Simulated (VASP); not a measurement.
SnGe7:

```
Sn Ge
1.0
     0.00000    5.75893   -5.75893
     5.75893    5.75893    0.00000
     5.75893    0.00000   -5.75893
Sn Ge
2 14
Direct
  0.50000 0.00000 0.50000
  0.50000 0.50000 0.50000
  0.00000 0.00000 0.50000
  0.00000 0.50000 0.50000
  0.50000 0.00000 0.00000
  0.50000 0.50000 0.00000
  0.00000 0.00000 0.00000
  0.00000 0.50000 0.00000
  0.37500 0.37500 0.37500
  0.37500 0.87500 0.37500
  0.87500 0.37500 0.37500
  0.87500 0.87500 0.37500
  0.37500 0.37500 0.87500
  0.37500 0.87500 0.87500
  0.87500 0.37500 0.87500
  0.87500 0.87500 0.87500
```

The cell was built by a generator and needn't be a form met in nature.

* Program: VASP 6.6.1
* Task: relaxation of cell and atoms
* Functional: PBEsol
* Potentials or basis: VASP PAW PBE potentials, release 64 (Sn_d, Ge_d)
* Cutoff: 600 eV
* k mesh: 6 × 6 × 6
* Occupations: gaussian, width 0.03 eV
* Spin: no spin polarisation

At the start: pressure 1.6 GPa; volume 23.87 Å³/atom.

Where does the relaxation end?

Over 10 steps the energy falls by 26.8 meV/atom and the volume is 24.28 Å³/atom (+1.7 %); space group Amm2 (No. 38, to 0.05 Å).

Step by step:
```csv
step,energy change (eV),largest force (eV/Å),pressure (GPa),volume (Å³)
1,0.0000,1.5541,1.64,381.99
2,-0.3752,0.4296,-1.02,395.68
3,-0.3772,0.3497,-1.17,396.80
4,-0.4268,0.0586,0.02,388.13
5,-0.4269,0.0574,0.06,388.24
6,-0.4269,0.0551,0.03,388.49
7,-0.4280,0.0374,0.01,388.54
8,-0.4280,0.0336,-0.02,388.56
9,-0.4284,0.0119,0.00,388.41
10,-0.4284,0.0094,0.03,388.41
```

Final structure:
```yaml
crystal:
  lattice:
    - [-0.00414, 5.78747, -5.79808]
    - [5.78333, 5.78333, 0.00000]
    - [5.78747, -0.00414, -5.79808]
  atoms:
    - { symbol: Sn, position: [0.50044, 0.99956, 0.50044] }
    - { symbol: Sn, position: [0.50044, 0.49956, 0.50044] }
    - { symbol: Ge, position: [0.00028, 0.00012, 0.49949] }
    - { symbol: Ge, position: [0.00028, 0.50012, 0.49949] }
    - { symbol: Ge, position: [0.49949, 0.00012, 0.00028] }
    - { symbol: Ge, position: [0.49949, 0.50012, 0.00028] }
    - { symbol: Ge, position: [0.00045, 0.99955, 0.00045] }
    - { symbol: Ge, position: [0.00045, 0.49955, 0.00045] }
    - { symbol: Ge, position: [0.36546, 0.38454, 0.36546] }
    - { symbol: Ge, position: [0.36546, 0.88454, 0.36546] }
    - { symbol: Ge, position: [0.88843, 0.37076, 0.37006] }
    - { symbol: Ge, position: [0.88843, 0.87076, 0.37006] }
    - { symbol: Ge, position: [0.37006, 0.37076, 0.88843] }
    - { symbol: Ge, position: [0.37006, 0.87076, 0.88843] }
    - { symbol: Ge, position: [0.87539, 0.37461, 0.87539] }
    - { symbol: Ge, position: [0.87539, 0.87461, 0.87539] }
```

Caveat: the PAW data sets were made with another functional, which shifts forces and pressure a little.
